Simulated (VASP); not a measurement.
Level of theory: PBEsol GGA with spin-orbit coupling, VASP's PBE PAW potentials (set 64) (plane waves; VASP).

VASP input:

INCAR:
```
ENCUT = 400   ! plane-wave cut-off (eV)
LSORBIT = T
ISMEAR = 0   ! Gaussian
PREC = Accurate
SYSTEM = Re
EDIFF = 1E-6
LREAL = F   ! projection in real space or not
NELM = 100   ! most electronic steps
SIGMA = 0.05   ! width (eV)
LASPH = T
LMAXMIX = 6
LCHARG = F
GGA_COMPAT = F
GGA = PS
MAGMOM = 3*0
LWAVE = F
ALGO = Normal
```

**KPOINTS_OPT**
```
k-points along high-symmetry lines
8
Line-mode
Reciprocal
  0.000000   0.000000   0.000000 ! GAMMA
  0.500000   0.000000   0.500000 ! X

  0.500000   0.000000   0.500000 ! X
  0.625000   0.250000   0.625000 ! U

  0.375000   0.375000   0.750000 ! K
  0.000000   0.000000   0.000000 ! GAMMA

  0.000000   0.000000   0.000000 ! GAMMA
  0.500000   0.500000   0.500000 ! L

  0.500000   0.500000   0.500000 ! L
  0.500000   0.250000   0.750000 ! W

  0.500000   0.250000   0.750000 ! W
  0.500000   0.000000   0.500000 ! X
```

POSCAR:
```
Re
1
   -0.0000000000     1.9396578608     1.9396578608
    1.9396578608     0.0000000000     1.9396578608
    1.9396578608     1.9396578608     0.0000000000
Re
1
Direct
  0.0000000000   0.0000000000   0.0000000000
```

### KPOINTS
```
Automatic mesh
0
Gamma
15 15 15
0 0 0
```

POTCAR, in this order: Re (PBE.64 set). Program: vasp_ncl.

The run wrote:

### OSZICAR
```
       N       E                     dE             d eps       ncg     rms          rms(c)
DAV:   1     0.502825290863E+01    0.50283E+01   -0.30414E+03  6720   0.111E+03
DAV:   2    -0.139700054379E+02   -0.18998E+02   -0.16739E+02  5404   0.245E+02
DAV:   3    -0.143579238838E+02   -0.38792E+00   -0.37625E+00  5316   0.316E+01
DAV:   4    -0.143621242320E+02   -0.42003E-02   -0.41970E-02  4988   0.217E+00
DAV:   5    -0.143622130340E+02   -0.88802E-04   -0.88791E-04  5208   0.504E-01    0.343E+01
DAV:   6    -0.138250841468E+02    0.53713E+00   -0.39829E-01  6628   0.236E+01    0.158E+01
DAV:   7    -0.136476528430E+02    0.17743E+00   -0.19398E-01  6640   0.161E+01    0.746E+00
DAV:   8    -0.136295566948E+02    0.18096E-01   -0.15686E-02  6636   0.433E+00    0.179E-01
DAV:   9    -0.136264962010E+02    0.30605E-02   -0.65170E-04  5494   0.363E-01    0.730E-02
DAV:  10    -0.136263432779E+02    0.15292E-03   -0.75256E-05  5520   0.166E-01    0.321E-02
DAV:  11    -0.136263464124E+02   -0.31345E-05   -0.79036E-06  5314   0.419E-02    0.837E-03
DAV:  12    -0.136263467925E+02   -0.38006E-06   -0.64718E-08  2382   0.602E-03
   1 F= -.13626347E+02 E0= -.13626006E+02  d E =-.682534E-03  mag=    -0.0000     0.0000     0.0000
       N       E                     dE             ncg
```

### OUTCAR
```
------------------------ aborting loop because EDIFF is reached ----------------------------------------
  FORCE on cell =-STRESS in cart. coord.  units (eV):
  Direction    XX          YY          ZZ          XY          YZ          ZX
  --------------------------------------------------------------------------------------
  Total        0.0804439      0.0804439      0.0804439     -0.0000000     -0.0000000     -0.0000000
  in kB        8.8307675      8.8307675      8.8307675     -0.0000000     -0.0000000     -0.0000000
  external PRESSURE =       8.8307675 kB  Pullay stress =       0.0000000 kB
  volume of cell :       14.60
      direct lattice vectors                 reciprocal lattice vectors
     0.000000000  1.939657861  1.939657861    -0.257777420  0.257777420  0.257777420
     1.939657861  0.000000000  1.939657861     0.257777420 -0.257777420  0.257777420
     1.939657861  1.939657861  0.000000000     0.257777420  0.257777420 -0.257777420
 POSITION                                       TOTAL-FORCE (eV/Angst)
 -----------------------------------------------------------------------------------
      0.00000      0.00000      0.00000        -0.000000     -0.000000      0.000000
 -----------------------------------------------------------------------------------
    total drift:                               -0.000000      0.000000      0.000000
  FREE ENERGIE OF THE ION-ELECTRON SYSTEM (eV)
  ---------------------------------------------------
  free  energy   TOTEN  =       -13.6263467925 eV

  energy  without entropy=      -13.6256642588  energy(sigma->0) =      -13.62600553

 Ion:    1  E_soc:     -0.6568803
```
(Selected blocks of OUTCAR.)

The structure was generated: Re was put into the fcc type (Fm-3m), which need not be its known phase. It was relaxed first.
